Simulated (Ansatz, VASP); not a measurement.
# One calculation of Si, two programs

INCAR

```
ALGO     = Normal         # electronic algorithm
EDIFF    = 1E-7           # SCF threshold, eV
ENCUT    = 520            # plane-wave cutoff, eV
ISIF     = 2              # what is computed and relaxed
ISMEAR   = 0              # smearing method
LASPH    = True           # aspherical terms in the spheres
LCHARG   = False          # write CHGCAR
LREAL    = False          # projectors in reciprocal space
LWAVE    = False          # write WAVECAR
NBANDS   = 11             # bands
NELM     = 100            # most SCF steps
PREC     = Accurate       # precision mode
SIGMA    = 0.15           # smearing width, eV
```

KPOINTS

```
k-points
0
Gamma
  21 21 10
```

File POSCAR:

```
Si
1.0
    2.7988563849      0.0000000000      0.0000000000
   -1.3994281924      2.4238807308      0.0000000000
    0.0000000000      0.0000000000      4.5062692700
Si
2
Direct
    0.3333333333      0.6666666667      0.2500000000
    0.6666666667      0.3333333333      0.7500000000
```

Input for Ansatz:

```yaml
crystal:
  lattice:
    - [2.7988563849, 0.0, 0.0]
    - [-1.3994281924, 2.4238807308, 0.0]
    - [0.0, 0.0, 4.50626927]
  atoms:
    - { symbol: Si, position: [0.3333333333, 0.6666666667, 0.25] }
    - { symbol: Si, position: [0.6666666667, 0.3333333333, 0.75] }
basis:
  ecutwfc: 420
kpoints:
  mp_grid: { grid: [21, 21, 10] }
hamiltonian:
  xc: lda
scf:
  occupations: { method: gaussian, width: 0.15 }
output:
  forces: true
  stress: true
  eigenvalues: true
  write_density: true
  write_potential: true
  elf: true
  volumetric_format: npy
```

Change from the starting cell: strain +0.050 along x and y, +0.000 along z, atoms carried along.

Alike in both runs: task single point; functional LDA; k mesh 21 × 21 × 10; occupations gaussian, width 0.15 eV; no spin polarisation.

```csv
,VASP,Ansatz
version,VASP 6.6.1,Ansatz 0.2.0
potentials or method,"VASP PAW LDA potentials, release 64 (Si)","scalar-relativistic, plane waves, PAW"
plane-wave cutoff (eV),520,420
valence electrons in the cell,8,8
```

VASP gave:

* gap on the k mesh at the Fermi level (eV): none
* pressure (GPa): -7.7
* largest component of the traceless stress (GPa): 1.21

Question: Estimate Ansatz's values.

Answer: gap on the k mesh at the Fermi level (eV): none; pressure (GPa): -7.7; largest component of the traceless stress (GPa): 1.20.

A gap of «none» marks a metal or a gap that the smearing closes.
